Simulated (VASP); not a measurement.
Y (hcp) relaxed at rising pressure, in one space group throughout; other phases were not tried. The pressures are those reached. Calculation: PBEsol GGA, VASP's PBE PAW potentials (set 64) (plane waves; VASP).

```json
[
 {"P (GPa)": "-0.04", "V (Å³/atom)": "31.304", "k-mesh": "12×12×7"},
 {"P (GPa)": "4.91", "V (Å³/atom)": "28.180", "k-mesh": "12×12×7"},
 {"P (GPa)": "9.95", "V (Å³/atom)": "25.917", "k-mesh": "12×12×7"},
 {"P (GPa)": "19.96", "V (Å³/atom)": "22.926", "k-mesh": "13×13×7"},
 {"P (GPa)": "29.92", "V (Å³/atom)": "20.868", "k-mesh": "14×14×7"}
]
```

A change of mesh leaves a small step in the series.

Q: Fit an equation of state and predict the volume at 44.97 GPa.

A: Least squares on the third-order Birch-Murnaghan form, P = (3B0/2)(y⁷ − y⁵)[1 + (3/4)(B′ − 4)(y² − 1)] with y = (V0/V)^(1/3), gives V0 = 31.289 Å³/atom, B0 = 39 GPa and B′ = 3.3, and so 18.640 Å³/atom. The run gave 18.667 Å³/atom, +0.1 % from the fit.

Pressures at which the relaxation failed are left out.

The compound is Y in the hcp structure.
